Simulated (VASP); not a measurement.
Data:

```
InP
1.0
    0.00000     3.00821     3.00821
    3.00821     0.00000     3.00821
    3.00821     3.00821     0.00000
In P
1 1
Cartesian
  0.00000   0.00000   0.00000
  1.50411   1.50411   1.50411
```

Calculation: HSE06 screened hybrid, VASP's PBE PAW potentials (set 64) (plane waves; VASP 6.6.1). Run with 520 eV cut-off, 6×6×6 Γ-centred mesh, Gaussian smearing of 0.050 eV, potentials In_d P.

### Question
Give the stress tensor in GPa (positive for a compressed cell).

### Answer

```
-3.68   0.00   0.00
 0.00  -3.68   0.00
 0.00   0.00  -3.68
```
The pressure is its mean diagonal, -3.68 GPa.

The compound is InP in the zinc blende structure. This cell is one point of a volume scan, at 1.03 of the reference volume. The cell's shape comes from a PBE relaxation.
